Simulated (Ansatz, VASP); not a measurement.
**SrLiH3 in two plane-wave programs**

Aim: how closely do two programs agree when they are given the same cell, functional and k mesh? The cell is taken from a series of runs on this material, whose earlier steps may have relaxed, scaled, displaced or heated it; both programs get it as it stands.

Method: plane waves, with VASP 6.6.1 beside it; zone-centre phonons at PBEsol, in Ansatz 0.2.0.

### Step 1. The structure

It takes space group Pm-3m (No. 221, cubic). The conventional cell has a = 4.592 Å, b = 4.592 Å, c = 4.592 Å, α = 90.00°, β = 90.00°, γ = 90.00°. Li has 12 H at 3.25 Å nearest. Nearest to Sr lie 6 H at 2.30 Å. H has 2 Sr at 2.30 Å nearest. Farther neighbours are not listed.

### Step 2. Ansatz: zone-centre phonons, PBEsol

Ansatz runs on its default PAW (the set named soft_2) files.

Second derivatives magnify differences that forces hide, and they need a tight electronic threshold.

The input, input.yaml:

```yaml
crystal:
  lattice:
    - [4.592489, 0.0, 0.0]
    - [0.0, 4.592489, 0.0]
    - [0.0, 0.0, 4.592489]
  atoms:
    - { symbol: Li, position: [0.0, 0.0, 0.0] }
    - { symbol: Sr, position: [0.5, 0.5, 0.5] }
    - { symbol: H, position: [0.0, 0.5, 0.5] }
    - { symbol: H, position: [0.5, 0.0, 0.5] }
    - { symbol: H, position: [0.5, 0.5, 0.0] }
kpoints:
  mp_grid: { grid: [6, 6, 6] }
hamiltonian:
  xc: pbesol
scf:
  occupations: { method: fixed }
output:
  eigenvalues: true
phonons:
  method: dfpt
  qmesh: [2, 2, 2]
  temperatures: { t_max: 1000, t_step: 50 }
  qpath:
    path:
      - [[0.0, 0.0, 0.0], [0.0, 0.5, 0.0], [0.5, 0.5, 0.0], [0.0, 0.0, 0.0], [0.5, 0.5, 0.5], [0.0, 0.5, 0.0]]
      - [[0.5, 0.5, 0.5], [0.5, 0.5, 0.0]]
    npoints: 10
  non_analytic_term:
    high_frequency_dielectric_tensor: [[3.8406, 0.0, 0.0], [0.0, 3.8406, 0.0], [0.0, 0.0, 3.8406]]
    born_effective_charges:
      - { species: Li, tensor: [[1.4248, 0.0, 0.0], [0.0, 1.4248, 0.0], [0.0, 0.0, 1.4248]] }
      - { species: Sr, tensor: [[1.5954, 0.0, 0.0], [0.0, 1.5954, 0.0], [0.0, 0.0, 1.5954]] }
      - { species: H, tensor: [[-0.9861, 0.0, 0.0], [0.0, -1.017, 0.0], [0.0, 0.0, -1.017]] }
      - { species: H, tensor: [[-1.017, 0.0, 0.0], [0.0, -0.9861, 0.0], [0.0, 0.0, -1.017]] }
      - { species: H, tensor: [[-1.017, 0.0, 0.0], [0.0, -1.017, 0.0], [0.0, 0.0, -0.9861]] }
    source: "zone-centre run at this cell"
```

Launch:

```
ansatz run input.yaml --threads 4 --pin off --max-ram 7168MiB --backend cpu --events-out ev --progress --plain --runs-dir out
```

Numbers of over 12 decimals in the logs are rounded to 6 here.

Log:

```text
Engine: ansatz 0.2.0, x86_64-unknown-linux-gnu
Pseudopotentials: kind: paw
Pseudopotential: Li, paw, valence charge 3, recommended cutoff 420 eV (normal), Li.paw.azcp
Pseudopotential: Sr, paw, valence charge 10, recommended cutoff 420 eV (normal), Sr.paw.azcp
Pseudopotential: H, paw, valence charge 1, recommended cutoff 420 eV (normal), H.paw.azcp
Functional definition: PBEsol
  exchange = pbesol_x
  correlation = pbesol_c
Crystal: 5 atoms, lattice volume = 96.860 Å³
Basis set: ecut = 420 eV, 1863 PW (Γ), exchange–correlation on 64×64×64 points (8 copies of the dense FFT grid, shifted against one another)
Bands: 13, of which v1, the nominal top of the filled ones, is band 8 counted from 1 (7 counted from 0)
Symmetry: 48 space group operations
k-points: 20 of 216
Non-local potential: Li, projectors of the file, l = 0: 3, l = 1: 2, l = 2: 1
Non-local potential: Sr, projectors of the file, l = 0: 3, l = 1: 2, l = 2: 2
Non-local potential: H, projectors of the file, l = 0: 2, l = 1: 1
PAW form: soft (Blöchl's): semilocal exchange-correlation on the pseudo side does not see the compensation charge
PAW frozen core: Sr, regenerated for the run's functional, and the local potential with it (the file was generated under x = pbe(κ = 0.804, μ = 0.219515), c = pbe(β = 0.066725))
PAW one-centre angular grid: Li, 110 points (default); XC on 64 Gauss nodes
PAW one-centre angular grid: Sr, 110 points (default); XC on 64 Gauss nodes
PAW one-centre angular grid: H, 110 points (default); XC on 64 Gauss nodes
Initial density: superposition of atomic densities (neutral atoms: chi_scale 0, normalization atom), corrected by the library's trained network
Initial wavefunctions: pseudopotential atomic-orbital guess
Functional: x = pbesol(κ = 0.804, μ = 0.123457), c = pbesol(β = 0.046)
SCF iter   1: F=—  HF=-3742.325666 eV  |F-HF|=—  |Δ(HF+E_count)|=         —  Δρ=6.22e-3  dr2=3.63e-2  ethr=1.77e-3  ⟨swp⟩=5.3  Hψ=1500  notcnv=0  defer=35
preconditioner: auto → Resta (q_TF=auto, 2.021 Å⁻¹)  ε∞=3.6  [insulator: Δε(μ)=1.554 eV  Ē_g=5.751 eV  n_scr=18 (ndim 8)  ℏωp=9.2 eV  f_vac=0.000  ε∞_Penn≈3.6]
SCF iter   2: F=—  HF=-3742.317500 eV  |F-HF|=—  |Δ(HF+E_count)|=   8.17e-3  Δρ=2.45e-3  dr2=6.57e-3  ethr=2.27e-4  ⟨swp⟩=1.6  Hψ=438  notcnv=0  defer=43
SCF iter   3: F=—  HF=-3742.316037 eV  |F-HF|=—  |Δ(HF+E_count)|=   1.46e-3  Δρ=2.49e-4  dr2=1.19e-4  ethr=4.11e-5  ⟨swp⟩=2.0  Hψ=347  notcnv=0  defer=50
SCF iter   4: F=—  HF=-3742.316090 eV  |F-HF|=—  |Δ(HF+E_count)|=   5.22e-5  Δρ=6.42e-5  dr2=3.24e-6  ethr=7.43e-7  ⟨swp⟩=2.8  Hψ=398  notcnv=0  defer=50
SCF iter   5: F=—  HF=-3742.316087 eV  |F-HF|=—  |Δ(HF+E_count)|=   2.74e-6  Δρ=1.38e-5  dr2=1.78e-7  ethr=2.02e-8  ⟨swp⟩=2.1  Hψ=327  notcnv=0  defer=34
SCF iter   6: F=—  HF=-3742.316090 eV  |F-HF|=—  |Δ(HF+E_count)|=   3.16e-6  Δρ=2.48e-6  dr2=8.90e-9  ethr=1.11e-9  ⟨swp⟩=2.8  Hψ=399  notcnv=0  defer=31
SCF iter   7: F=—  HF=-3742.316090 eV  |F-HF|=—  |Δ(HF+E_count)|=   2.54e-9  Δρ=5.83e-7  dr2=3.99e-10  ethr=5.56e-11  ⟨swp⟩=2.2  Hψ=344  notcnv=0  defer=31
SCF iter   8: F=—  HF=-3742.316090 eV  |F-HF|=—  |Δ(HF+E_count)|=  2.42e-10  Δρ=1.23e-7  dr2=1.14e-11  ethr=2.49e-12  ⟨swp⟩=2.0  Hψ=397  notcnv=0  defer=31
SCF iter   9: F=-3742.316090 eV  HF=-3742.316090 eV  |F-HF|=2.27e-12  |Δ(HF+E_count)|=  4.09e-12  Δρ=1.48e-8  dr2=2.30e-13  ethr=1.00e-12  ⟨swp⟩=12.8  Hψ=1859  notcnv=0
SCF 1 converged in 9 iterations: F = -3742.316090 eV  dr2 = 2.30e-13
  greatest PAW one-centre occupation: 0.999 electrons in one spin orbital (limit 2), on the Li atom at site 0 (counted from 0), in its partial waves of l = 0
NSCF: frozen V_eff on 20 k-points
NSCF: frozen V_eff on 64 k-points
DFPT response loops at q = (0, 0, 0) (fractional): preconditioner auto → none (the input reference at scf.mixing.eps_inf says where Resta's filter doesn't serve); β = 0.50; Broyden in place of MSR1
NSCF: frozen V_eff on 128 k-points
DFPT response loops at q = (0, 0, -0.5) (fractional): preconditioner auto → Resta (q_TF=auto, 2.021 Å⁻¹)  ε∞=6.0 (no band partly filled); β = 1.00, the filter's whole step (`scf.mixing.beta` (0.50) is not read by the response loops at its default; to damp them type it under 1.00, their step now; it binds the ground state too); Broyden in place of MSR1
NSCF: frozen V_eff on 128 k-points
DFPT response loops at q = (0, -0.5, -0.5) (fractional): mixed as the last ones told, above
NSCF: frozen V_eff on 128 k-points
DFPT response loops at q = (-0.5, -0.5, -0.5) (fractional): mixed as the last ones told, above
SCF converged after 9 iterations
Free energy (F): -3742.316090 eV
Harris-Foulkes:  -3742.316090 eV  (|F-HF|=2.27e-12)
Internal energy: -3742.316090 eV  (E = F + TS)
E sigma→0 (E₀):  -3742.316090 eV
Fermi energy:    0.728934 eV
--- Per-component energies (eV) ---
  E_band       = -243.608430
  E_kinetic    = 305.123314
  E_local      = -1029.271221  (includes V_loc(G=0)·N_el)
  E_nonlocal   = 174.396522
  E_hartree    = 284.475568
  E_xc         = -207.231194
  E_vxc        = -207.706138  (∫ρ·V_xc dr)
  E_paw        = -2665.373116  (= ΣΔE_a)
  E_vpaw       = -55.098702  (= ΣTr[D̂ρ^β])
  E_aug_tail   = -0.003344  (compensation charges beyond the density's cutoff)
  E_ewald      = -604.566967
  E_core_change = 0.134347  (= ΣΔE_core)
  E_smearing   = -0.000000  (= −TS)
  E_closure    = 0.000000  (closes the sum)
  Σ components = -3742.316090   (vs F -3742.316090, Δ=0.00e0)
--- Band table (eV; the first three rows and the last of 20) ---
  k-point 0: bands = [... 4 lower, -14.1345, -2.5208, -0.2760, -0.2760, 5.8719, 5.8719, 5.8719, 6.0188, ... 1 higher]
  k-point 1: bands = [... 4 lower, -14.1330, -2.3349, -0.2409, -0.2081, 4.9764, 5.6973, 5.6973, 6.7627, ... 1 higher]
  k-point 2: bands = [... 4 lower, -14.1302, -1.9098, -0.1685, -0.1486, 4.5404, 5.3997, 5.3997, 6.9868, ... 1 higher]
  k-point 19: bands = [... 4 lower, -14.2440, 0.7289, 0.7289, 0.7289, 2.9947, 2.9947, 2.9947, 5.1763, ... 1 higher]
--- Phonons (Γ-DFPT): 4 representative perturbations + reference (Σ response iterations 12) ---
  ASR residual: 3.960e-5 → 0.000e0 eV/Å²; symmetrization residual: 2.055e-7 eV/Å²
  ASR residual per site (eV/Å²): 9.90e-6 3.96e-5 3.34e-6 3.34e-6 3.34e-6
  Γ frequencies (cm⁻¹): -421.08 -421.08 -421.08 -418.92 -418.92 -418.92 0.00 0.00 0.00 241.57 241.57 241.57 1287.02 1287.02 1287.02
--- Phonons (arbitrary-q DFPT): 4 irreducible q on the 2×2×2 mesh ---
  q = [0.0000, 0.0000, 0.0000] (star 1, of the zone-centre solve; hermiticity 6.05e-8, symmetrization 5.50e-13): -421.08 -421.08 -421.08 -418.92 -418.92 -418.92 -0.00 -0.00 -0.00 241.57 241.57 241.57 1287.02 1287.02 1287.02
  q = [0.0000, 0.0000, -0.5000] (star 3, 9 solved perturbations in 504 linear systems a pass and spin channel, the states on 64 of 216 k-point pairs; hermiticity 1.19e-7, symmetrization 6.06e-8): -396.89 -396.89 -346.91 -346.91 -294.89 71.29 71.29 115.63 161.88 174.47 174.47 452.51 1286.28 1286.28 1362.50
  q = [0.0000, -0.5000, -0.5000] (star 3, 9 solved perturbations in 504 linear systems a pass and spin channel, the states on 64 of 216 k-point pairs; hermiticity 1.03e-7, symmetrization 5.21e-8): -553.34 -361.56 -361.56 -282.08 -282.08 -136.36 64.16 123.97 123.97 378.54 378.54 488.25 1285.64 1306.47 1375.62
  q = [-0.5000, -0.5000, -0.5000] (star 1, 4 solved perturbations in 184 linear systems a pass and spin channel, the states on 64 of 216 k-point pairs; hermiticity 6.54e-8, symmetrization 3.63e-8): -559.58 -559.58 -559.58 -280.42 -280.42 -280.42 149.24 149.24 149.24 522.60 522.60 522.60 1305.35 1305.35 1388.41
  sum rule: each row above includes the acoustic sum rule's correction from the zone centre's row sums; it moved no ω² by more than (0.95 cm⁻¹)²
  mesh force constants: q→R imaginary residual 6.74e-18; ASR residual 3.960e-5 → 0.000e0 eV/Å²; symmetrization residual 1.155e-14 eV/Å²
  interpolated dispersion: 63 rows × 15 modes
  density of states and harmonic sums: on the 14×14×14 q-mesh, interpolated from the force constants of a 2×2×2 supercell (with the dipole–dipole term of supplied tensors)
  largest difference from the sums on the solved wave vectors: F 7.02e-2 eV, S 1.08e-4 and C_V 3.63e-5 eV/K
  zero-point energy: 0.336933 eV/cell   skipped modes (ω ≤ 0): 669, of them read as no rigid motion or as one in doubt: 666 (5.569e0 modes/cell left out, lowest -559.58 cm⁻¹)   left out of the sums: 3.71e-1 of the cell's modes: C_V's classical limit lies that fraction below 3 k_B per atom; for a crystal, a wire or a layer, F and S can be off by more, and a phonons.interpolated_qmesh denser along its periods is the remedy for the sampling
```

(Part 1 of 3 ends here.)

[Lines on the potential files, build, host, timing and source positions are cut from VASP's logs without a mark.]

[Logs are printed without paths, hosts, clocks, repeated set-up lines and the standing remarks that a program may print on its own settings, such as how far it seeks lower states.]

[Hosts, paths, dates, database ids (printed as entryN), source tags and the programs' standing remarks are cut or masked in the printed files.]
